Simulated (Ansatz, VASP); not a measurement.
**SnTe in two plane-wave programs**

Aim: how closely do two programs agree when they are given the same cell, functional and k mesh? The cell is taken from a series of runs on this material, whose earlier steps may have relaxed, scaled, displaced or heated it; both programs get it as it stands.

Program: Ansatz 0.2.0. Level of theory: plane waves, with VASP 6.6.1 beside it; single point at PBEsol. Results are calculated unless marked as measured.

### Step 1. Set-up

Symmetry: Fm-3m, No. 225, cubic system. Conventional cell: a = 6.412 Å, b = 6.412 Å, c = 6.412 Å, α = 90.00°, β = 90.00°, γ = 90.00°. Nearest to Sn lie 6 Te at 3.21 Å. Nearest to Te lie 6 Sn at 3.21 Å. Farther neighbours and most contacts between anions are not listed.

As a file:

```xyz
2
Lattice="0.0000 3.2058 3.2058 3.2058 0.0000 3.2058 3.2058 3.2058 0.0000" Properties=species:S:1:pos:R:3 pbc="T T T"
Sn    0.0000    0.0000    0.0000
Te    3.2058    3.2058    3.2058
```

### Step 2. VASP: single point, PBEsol

A single point gives forces, pressure and levels at one fixed geometry, so differences don't come from the geometry; what else differs is listed under the comparison.

Lines of VASP's logs that name or quote its potential files are left out, and so is its time.

File INCAR:

```
SYSTEM = SnTe
PREC = Accurate
ENCUT = 500
EDIFF = 1E-06
NELM = 120
ISMEAR = 0
SIGMA = 0.01
LREAL = .FALSE.
ALGO = Normal
GGA = PS
NBANDS = 16
LORBIT = 11
LWAVE = .FALSE.
LCHARG = .FALSE.
ISIF = 2
LASPH = .TRUE.
GGA_COMPAT = .FALSE.
```

File POSCAR:

```
SnTe
1.0
    0.0000000000      3.2057963340      3.2057963340
    3.2057963340      0.0000000000      3.2057963340
    3.2057963340      3.2057963340      0.0000000000
Sn Te
1 1
Direct
    0.0000000000      0.0000000000      0.0000000000
    0.5000000000      0.5000000000      0.5000000000
```

File KPOINTS:

```
Automatic mesh
0
Gamma
12 12 12
0 0 0
```

PAW data sets: Sn_d and Te (PBE family, release 64).

Command:

```console
mpirun -np 1 vasp_std
```

Numbers of over 12 decimals in the logs are rounded to 6 here.

Output:

```text
[banner, memory and clock lines left out]
running    1 mpi-ranks, on    1 nodes
 distrk:  each k-point on    1 cores,    1 groups
 distr:  one band on    1 cores,    1 groups

 POSCAR found type information on POSCAR SnTe
 POSCAR found :  2 types and       2 ions
|                                                                             |
|               ----> ADVICE to this user running VASP <----                  |
|                                                                             |
|     You enforced a specific xc type in the INCAR file but a different       |
|     [... a line on the potential file left out ...]
|     I HOPE YOU KNOW WHAT YOU ARE DOING!                                     |
|                                                                             |

 LDA part: xc-table for (Slater+PW92), standard interpolation
 POSCAR, INCAR and KPOINTS ok, starting setup
 FFT: planning ... GRIDC
 FFT: planning ... GRID_SOFT
 FFT: planning ... GRID
 WAVECAR not read
 entering main loop
       N       E                     dE             d eps       ncg     rms          rms(c)
DAV:   1     0.121821641865E+03    0.12182E+03   -0.94339E+03  2320   0.138E+03
DAV:   2     0.167306899069E+01   -0.12015E+03   -0.11750E+03  2552   0.344E+02
DAV:   3    -0.810833404788E+01   -0.97814E+01   -0.97600E+01  2912   0.872E+01
DAV:   4    -0.837063397050E+01   -0.26230E+00   -0.26226E+00  2792   0.156E+01
DAV:   5    -0.838247402179E+01   -0.11840E-01   -0.11840E-01  3400   0.305E+00    0.406E+00
DAV:   6    -0.831274556660E+01    0.69728E-01   -0.16593E-01  3144   0.303E+00    0.256E+00
DAV:   7    -0.831055285158E+01    0.21927E-02   -0.50193E-02  2992   0.129E+00    0.824E-01
DAV:   8    -0.831034098903E+01    0.21186E-03   -0.67580E-03  2960   0.687E-01    0.132E-01
DAV:   9    -0.831036581632E+01   -0.24827E-04   -0.76914E-04  3272   0.234E-01    0.328E-02
DAV:  10    -0.831035147181E+01    0.14345E-04   -0.86925E-05  3032   0.817E-02    0.227E-02
DAV:  11    -0.831035278597E+01   -0.13142E-05   -0.28751E-05  3048   0.403E-02    0.218E-02
DAV:  12    -0.831035261640E+01    0.16956E-06   -0.17532E-06  2464   0.848E-03
   1 F= -.83103526E+01 E0= -.83103403E+01  d E =-.245337E-04
```

From OUTCAR (step 2):

```text
ion  position               nearest neighbor table
   1  0.000  0.000  0.000-   2 3.21   2 3.21   2 3.21   2 3.21   2 3.21   2 3.21
   2  0.500  0.500  0.500-   1 3.21   1 3.21   1 3.21   1 3.21   1 3.21   1 3.21

  LATTYP: Found a face centered cubic cell.
 ALAT       =     6.4115926680

 Subroutine GETGRP returns: Found 48 space group operations
 (whereof 48 operations were pure point group operations)

The static configuration has the point symmetry O_h .

 Found     72 irreducible k-points:

   k-points           NKPTS =     72   k-points in BZ     NKDIM =     72   number of bands    NBANDS=     16

   dimension x,y,z NGX =    36 NGY =   36 NGZ =   36
   dimension x,y,z NGXF=    72 NGYF=   72 NGZF=   72

   ENCUT  =  500.0 eV  36.75 Ry    6.06 a.u.   8.27  8.27  8.27*2*pi/ulx,y,z

   NELECT =      20.0000    total number of electrons

 k-points in reciprocal lattice and weights: Automatic mesh
   0.00000000  0.00000000  0.00000000       0.001
   0.08333333  0.00000000  0.00000000       0.005
   0.16666667  0.00000000  0.00000000       0.005
   0.25000000  0.00000000  0.00000000       0.005
   0.33333333  0.00000000  0.00000000       0.005
   0.41666667  0.00000000  0.00000000       0.005
   0.50000000  0.00000000  0.00000000       0.002
   0.08333333  0.08333333  0.00000000       0.003
   0.16666667  0.08333333  0.00000000       0.014
[...]
-0.33333333  0.50000000  0.16666667       0.007
  -0.25000000  0.50000000  0.25000000       0.003

 average (electrostatic) potential at core
       1-101.0391       2 -88.2023

 E-fermi :   6.1505

 k-point     1 :       0.0000    0.0000    0.0000
  band No.  band energies     occupation
    ...
      6      -6.2744      2.00000
      7       1.2641      2.00000
      8       4.1793      2.00000
      9       4.1793      2.00000
     10       4.1793      2.00000
     11       9.3921      0.00000
     12       9.3921      0.00000
     13       9.3921      0.00000
     14      10.9769      0.00000
     15      10.9769      0.00000
    ...

 k-point     2 :       0.0833    0.0000    0.0000
  band No.  band energies     occupation
    ...
      6      -6.2199      2.00000
      7       0.9842      2.00000
      8       4.1890      2.00000
      9       4.1890      2.00000
     10       4.3738      2.00000
     11       9.0774      0.00000
     12       9.0802      0.00000
     13       9.0802      0.00000
     14      10.9127      0.00000
     15      11.1173      0.00000
    ...

 k-point     3 :       0.1667    0.0000    0.0000
  band No.  band energies     occupation
    ...
      6      -6.0609      2.00000
      7       0.3341      2.00000
      8       4.2215      2.00000
      9       4.2215      2.00000
     10       4.7748      2.00000
     11       8.4172      0.00000
     12       8.4260      0.00000
     13       8.4260      0.00000
     14      10.9384      0.00000
     15      11.5135      0.00000
    ...

  Total       -0.9925416     -0.9925416     -0.9925416     -0.0000000     -0.0000000      0.0000000
  in kB      -24.1335677    -24.1335677    -24.1335677     -0.0000000     -0.0000000      0.0000000
  external PRESSURE =     -24.1335677 kB  Pullay stress =       0.0000000 kB

  energy-cutoff  :      500.00
  volume of cell :       65.89
      direct lattice vectors                 reciprocal lattice vectors
     0.000000000  3.205796334  3.205796334    -0.155967488  0.155967488  0.155967488
     3.205796334  0.000000000  3.205796334     0.155967488 -0.155967488  0.155967488
     3.205796334  3.205796334  0.000000000     0.155967488  0.155967488 -0.155967488

 POSITION                                       TOTAL-FORCE (eV/Angst)
 -----------------------------------------------------------------------------------
      0.00000      0.00000      0.00000         0.000000      0.000000      0.000000
      3.20580      3.20580      3.20580        -0.000000     -0.000000     -0.000000
 -----------------------------------------------------------------------------------
    total drift:                               -0.000000      0.000000      0.000000

  FREE ENERGIE OF THE ION-ELECTRON SYSTEM (eV)
  ---------------------------------------------------
  free  energy   TOTEN  =        -8.3103526164 eV

  energy  without entropy=       -8.3103280828  energy(sigma->0) =       -8.31034035

 total charge
# of ion       s       p       d       tot
------------------------------------------
    1        1.367   0.701   9.978  12.047
    2        1.383   1.945   0.025   3.352
--------------------------------------------------
tot          2.750   2.646  10.003  15.398

[... 3 further parts left out ...]
```

The run ends at a pressure of -2.41 GPa.

### Step 3. Ansatz: single point, PBEsol

Ansatz runs on its PAW soft_1 files.

The same cell, functional, mesh and smearing now go to Ansatz, which takes its cutoff from its data sets.

File input.yaml:

```yaml
crystal:
  lattice:
    - [0.0, 3.205796334, 3.205796334]
    - [3.205796334, 0.0, 3.205796334]
    - [3.205796334, 3.205796334, 0.0]
  atoms:
    - { symbol: Sn, position: [0.0, 0.0, 0.0] }
    - { symbol: Te, position: [0.5, 0.5, 0.5] }
kpoints:
  mp_grid: { grid: [12, 12, 12] }
hamiltonian:
  xc: pbesol
  pseudopotentials: { kind: paw, azcp: { folder: soft_1 }, xc_functional: pbe }
scf:
  occupations: { method: gaussian, width: 0.01 }
output:
  forces: true
  stress: true
  eigenvalues: true
```

Command:

```console
ansatz run input.yaml --threads 4 --pin off --max-ram 10240MiB --backend cpu --events-out ev --progress --plain --runs-dir out
```

Output:

```text
Engine: ansatz 0.2.0, x86_64-unknown-linux-gnu
Pseudopotentials: kind: paw
Pseudopotential: Sn, paw, valence charge 14, recommended cutoff 420 eV (normal), soft_1/Sn.paw.azcp
Pseudopotential: Te, paw, valence charge 16, recommended cutoff 420 eV (normal), soft_1/Te.paw.azcp
Functional definition: PBEsol
  exchange = pbesol_x
  correlation = pbesol_c
Crystal: 2 atoms, lattice volume = 65.893 Å³
Basis set: ecut = 420 eV, 1243 PW (Γ), exchange–correlation on 64×64×64 points (8 copies of the dense FFT grid, shifted against one another)
Bands: 19, of which v1, the nominal top of the filled ones, is band 15 counted from 1 (14 counted from 0)
Symmetry: 48 space group operations
Space group: Fm-3m (ITA 225), of the structure as read, at distance tolerance 4.0e-5 Å
k-points: 72 of 1728
Non-local potential: Sn, projectors of the file, l = 0: 2, l = 1: 2, l = 2: 2, l = 3: 1
Non-local potential: Te, projectors of the file, l = 0: 2, l = 1: 2, l = 2: 2, l = 3: 1
PAW form: soft (Blöchl's): semilocal exchange-correlation on the pseudo side does not see the compensation charge
PAW frozen core: Sn, regenerated for the run's functional, and the local potential with it (the file was generated under x = pbe(κ = 0.804, μ = 0.219515), c = pbe(β = 0.066725))
PAW frozen core: Te, regenerated for the run's functional, and the local potential with it (the file was generated under x = pbe(κ = 0.804, μ = 0.219515), c = pbe(β = 0.066725))
PAW one-centre angular grid: Sn, 590 points (default); XC on 64 Gauss nodes
PAW one-centre angular grid: Te, 590 points (default); XC on 64 Gauss nodes
Initial density: superposition of atomic densities (chi_scale 0.1, normalization cell, long waves kept (reshape's long-wave potential 0.00 eV rms))
Initial wavefunctions: pseudopotential atomic-orbital guess
Functional: x = pbesol(κ = 0.804, μ = 0.123457), c = pbesol(β = 0.046)
SCF iter   1: F=—  HF=-12851.989391 eV  |F-HF|=—  |Δ(HF+E_count)|=         —  Δρ=1.08e-2  dr2=9.01e-2  ethr=3.10e-3  ⟨swp⟩=7.6  Hψ=7881  notcnv=0
preconditioner: auto → Kerker (q_TF=auto, 2.393 Å⁻¹)  [metal: Δε(μ)=0.005 eV  Ē_g=8.435 eV  σ=0.010 eV  W_gap=0.28  n_scr=14 (ndim 8)  ℏωp=14.5 eV  f_vac=0.000  D(μ)=0.49/eV (n_scr^D=0)]
SCF iter   2: F=—  HF=-12851.982063 eV  |F-HF|=—  |Δ(HF+E_count)|=   7.33e-3  Δρ=7.12e-3  dr2=4.22e-2  ethr=3.00e-4  ⟨swp⟩=2.0  Hψ=2142  notcnv=0
SCF iter   3: F=—  HF=-12851.977704 eV  |F-HF|=—  |Δ(HF+E_count)|=   4.36e-3  Δρ=9.87e-4  dr2=7.39e-4  ethr=1.41e-4  ⟨swp⟩=2.9  Hψ=2403  notcnv=0
SCF iter   4: F=—  HF=-12851.978149 eV  |F-HF|=—  |Δ(HF+E_count)|=   4.45e-4  Δρ=3.68e-4  dr2=9.57e-5  ethr=2.46e-6  ⟨swp⟩=2.1  Hψ=2380  notcnv=0
SCF iter   5: F=—  HF=-12851.978207 eV  |F-HF|=—  |Δ(HF+E_count)|=   5.80e-5  Δρ=1.50e-4  dr2=2.68e-5  ethr=3.19e-7  ⟨swp⟩=2.0  Hψ=2032  notcnv=0
SCF iter   6: F=—  HF=-12851.978225 eV  |F-HF|=—  |Δ(HF+E_count)|=   1.83e-5  Δρ=4.93e-5  dr2=2.84e-6  ethr=8.92e-8  ⟨swp⟩=2.0  Hψ=1676  notcnv=0
SCF iter   7: F=—  HF=-12851.978226 eV  |F-HF|=—  |Δ(HF+E_count)|=   8.95e-7  Δρ=1.35e-5  dr2=1.87e-7  ethr=9.48e-9  ⟨swp⟩=2.1  Hψ=1736  notcnv=0
SCF iter   8: F=-12851.978226 eV  HF=-12851.978226 eV  |F-HF|=6.17e-10  |Δ(HF+E_count)|=   1.35e-9  Δρ=1.71e-6  dr2=2.04e-9  ethr=3.33e-10  ⟨swp⟩=6.3  Hψ=6258  notcnv=0
SCF 1 converged in 8 iterations: F = -12851.978226 eV  dr2 = 2.04e-9
  greatest PAW one-centre occupation: 0.998 electrons in one spin orbital (limit 2), on the Te atom at site 1 (counted from 0), in its partial waves of l = 2
SCF converged after 8 iterations
Free energy (F): -12851.978226 eV
Harris-Foulkes:  -12851.978226 eV  (|F-HF|=6.17e-10)
Internal energy: -12851.978202 eV  (E = F + TS)
E sigma→0 (E₀):  -12851.978214 eV
Entropy (-TS):   -0.000024 eV (-0.012 meV/atom)
Fermi energy:    8.758329 eV
--- Per-component energies (eV) ---
  E_band       = -375.780814
  E_kinetic    = 337.860861
  E_local      = -2763.492229  (includes V_loc(G=0)·N_el)
  E_nonlocal   = 215.294257
  E_hartree    = 1366.903018
  E_xc         = -245.655595
  E_vxc        = -181.383244  (∫ρ·V_xc dr)
  E_paw        = -8888.199999  (= ΣΔE_a)
  E_vpaw       = -717.867776  (= ΣTr[D̂ρ^β])
  E_aug_tail   = 0.000378  (compensation charges beyond the density's cutoff)
  E_ewald      = -2875.348544
  E_core_change = 0.659651  (= ΣΔE_core)
  E_smearing   = -0.000024  (= −TS)
  E_closure    = -0.000000  (closes the sum)
  Σ components = -12851.978226   (vs F -12851.978226, Δ=0.00e0)
--- Forces (eV/Å), atoms counted from 1 ---
  atom   1  Sn    -0.00000000     0.00000000     0.00000000
  atom   2  Te     0.00000000    -0.00000000    -0.00000000
  max |Σ_I F_I| component: 2.60e-29 eV/Å
--- Stress (GPa, compression-positive) ---
       -2.394302       0.000000      -0.000000
        0.000000      -2.394302       0.000000
        0.000000       0.000000      -2.394302
  P = ⅓ Tr σ = -2.3943 GPa (-23.943 kbar)
--- Band table (eV; the first three rows and the last of 72) ---
  k-point 0: bands = [... 11 lower, 3.8651, 6.7876, 6.7876, 6.7876, 12.0016, 12.0016, 12.0016, 13.6061]
  k-point 1: bands = [... 11 lower, 3.5863, 6.7972, 6.7972, 6.9812, 11.6873, 11.6910, 11.6910, 13.5378]
  k-point 2: bands = [... 11 lower, 2.9383, 6.8296, 6.8296, 7.3812, 11.0270, 11.0378, 11.0378, 13.5592]
  k-point 71: bands = [... 11 lower, 1.5563, 4.2572, 4.2572, 7.9684, 9.6054, 13.3237, 13.3237, 14.6218]
```

The run ends at a pressure of -2.39 GPa.

### Step 4. Differences

Known differences besides the potentials themselves: the data sets hold 30 valence electrons in Ansatz (on its PAW soft_1 files) and 20 in VASP; the cutoff is 420 eV in Ansatz and 500 eV in VASP; Ansatz makes its cores anew for this functional, VASP keeps those of its PBE data sets. Total energies have different zeros and are not compared.

Compared:

```
      quantity  Ansatz   VASP  difference
pressure (GPa)   -2.39  -2.41       +0.02
```

### Step 5. Summary of results

```
difference in pressure (single point, PBEsol) : 0.019 GPa
```

**Reading.** The difference in pressure is 0.019 GPa (single point, PBEsol), within the 1 GPa picked in this series as the mark of a large difference. The data sets hold unlike numbers of valence electrons (30 in Ansatz and 20 in VASP), so part of the differences comes from the potentials. Such differences can come from data sets, numerical settings and the points named under the comparisons, not from the functional's error against experiment.

[Lines on the potential files, build, host, timing and source positions are cut from VASP's logs without a mark.]

[Logs are printed without paths, hosts, clocks, repeated set-up lines and the standing remarks that a program may print on its own settings, such as how far it seeks lower states.]

[Hosts, paths, dates, database ids (printed as entryN), source tags and the programs' standing remarks are cut or masked in the printed files.]
